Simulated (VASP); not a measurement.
All values below come from PBE GGA, VASP's PBE PAW potentials (set 64) (plane waves; VASP).

A VASP calculation is set up with these files.

**POSCAR**
```
Lu
1
    1.7303227333    -2.9970069740     0.0000000000
    1.7303227333     2.9970069740     0.0000000000
    0.0000000000     0.0000000000     5.4021573331
Lu
2
Direct
  0.3333330000   0.6666670000   0.2500000000
  0.6666670000   0.3333330000   0.7500000000
```

**INCAR**
```
SYSTEM  =  Lu
PREC  =  Accurate; ENCUT  =  480; LREAL  =  .FALSE.
LASPH  =  .TRUE.
EDIFF  =  1E-7; NELM  =  100; ALGO  =  Normal
LMAXMIX  =  6
ISMEAR  =  1; SIGMA  =  0.1
GGA  =  PE
ISIF  =  2
LWAVE  =  .FALSE.; LCHARG  =  .FALSE.
```

File KPOINTS:
```
K-points
0
G
 12 12 6
```

POTCAR, in this order: Lu_3 (PBE.64 set). Program: vasp_std.

Q: Predict the energy per atom (σ→0), pressure, band gap (on the k-mesh).

A: 
- energy per atom (σ→0) = -4.445 eV/atom
- band gap (on the k-mesh) = none (metal, semimetal or under 0.01 eV)
- pressure = 2.40 GPa

File OSZICAR:
```
...
DAV:   7    -0.888884193954E+01   -0.10967E-01   -0.56609E-02  3144   0.548E+00    0.391E-01
DAV:   8    -0.888873130577E+01    0.11063E-03   -0.37943E-03  3218   0.823E-01    0.114E-01
DAV:   9    -0.888873815923E+01   -0.68535E-05   -0.19578E-04  3378   0.226E-01    0.283E-02
DAV:  10    -0.888873397094E+01    0.41883E-05   -0.19848E-05  3353   0.702E-02    0.316E-02
DAV:  11    -0.888873438758E+01   -0.41664E-06   -0.13584E-06  3322   0.173E-02    0.293E-03
DAV:  12    -0.888873457313E+01   -0.18555E-06   -0.65670E-08  1813   0.601E-03    0.137E-03
DAV:  13    -0.888873456383E+01    0.93032E-08   -0.23126E-08  1638   0.939E-03
   1 F= -.88887346E+01 E0= -.88893960E+01  d E =0.198428E-02
```

The compound is Lu in the hcp structure. This cell was strained or had an atom moved on purpose.
